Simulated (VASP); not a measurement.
```xyz
3
Lattice="0.0000 2.7137 2.7137 2.7137 0.0000 2.7137 2.7137 2.7137 0.0000" Properties=species:S:1:pos:R:3 pbc="T T T"
Ca     2.7137     5.4274     2.7137
F      1.3569     1.3569     1.3569
F      4.0706     4.0706     4.0706
```

Computed with vdW-DF2, VASP's PBE PAW potentials (set 64) (plane waves; VASP 6.6.1). Settings: 520 eV cut-off, 6×6×6 Γ-centred mesh, Gaussian smearing of 0.050 eV, potentials Ca_sv F.

Energy and stress use the plane-wave basis of the starting cell.

**Question.** The ions, cell shape and volume are relaxed. Give the cell that the relaxation ends in.

**Answer.** 
```xyz
3
Lattice="0.0000 2.7717 2.7717 2.7717 0.0000 2.7717 2.7717 2.7717 0.0000" Properties=species:S:1:pos:R:3 pbc="T T T"
Ca     0.0000     0.0000     0.0000
F      1.3859     1.3859     1.3859
F      4.1576     4.1576     4.1576
```
Space group Fm-3m (225), at a tolerance of 0.03 Å.

**Question.** How do energy and volume change from the first to the last step?

**Answer.** The energy (σ→0) changes by -16.6 meV/atom and the volume by +6.6 %, in 3 ionic steps.

The compound is CaF2 in the fluorite structure. This run relaxes it. Symmetry was kept, so distortions that lower it aren't found.
